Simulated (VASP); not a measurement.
An input for Ansatz (written as the equivalent of a VASP run, and not itself run):

Ansatz 0.2 input:
```yaml
crystal:
  lattice:
    - [2.1220496, 1.2251661, 3.4705606]
    - [-2.1220496, 1.2251661, 3.4705606]
    - [0.0000000, -2.4503322, 3.4705606]
  atoms:
    - { symbol: Pb, position: [0.9799779, 0.9799779, 0.9799779] }
    - { symbol: S, position: [0.4756291, 0.4756291, 0.4756291] }
kpoints:
  mp_grid: { grid: [6, 6, 6] }
hamiltonian:
  xc: pbe
  pseudopotentials: { kind: paw }
scf:
  occupations: { method: gaussian, width: 0.05 }
  max_iter: 100
output: { forces: true, stress: true, eigenvalues: true }
```

**Question.** Translate this input to VASP (INCAR, KPOINTS, POSCAR, choice of POTCAR).

**Answer.** One answer among several that fit: 
File POSCAR:
```
PbS
1
    2.1220496097     1.2251660961     3.4705605685
   -2.1220496097     1.2251660961     3.4705605685
    0.0000000000    -2.4503321922     3.4705605685
Pb S
1 1
Direct
  0.9799779329   0.9799779329   0.9799779329
  0.4756290671   0.4756290671   0.4756290671
```

**KPOINTS**
```
K-points
0
Gamma
6 6 6
```

### INCAR
```
ALGO = Normal
EDIFF = 1E-6
ENCUT = 400
GGA = PE
ISMEAR = 0
LASPH = .TRUE.
LCHARG = .FALSE.
LMAXMIX = 4
LREAL = .FALSE.
LWAVE = .TRUE.
NELM = 100
PREC = Accurate
SIGMA = 0.05
SYSTEM = PbS
```

POTCAR, in this order: Pb_d S (PBE.64 set). Program: vasp_std.

The two are equivalent in intent, not identical: each code has its own PAW files, so the cut-off isn't converted (ENCUT is set for VASP's; basis.ecutwfc is left out, and Ansatz then takes the one that its files recommend); Ansatz stops its SCF on the density residual and VASP on the energy change (EDIFF).

The structure comes from a computed database's PbS entry (R3m); how it stands against other phases isn't given here. It was relaxed first.
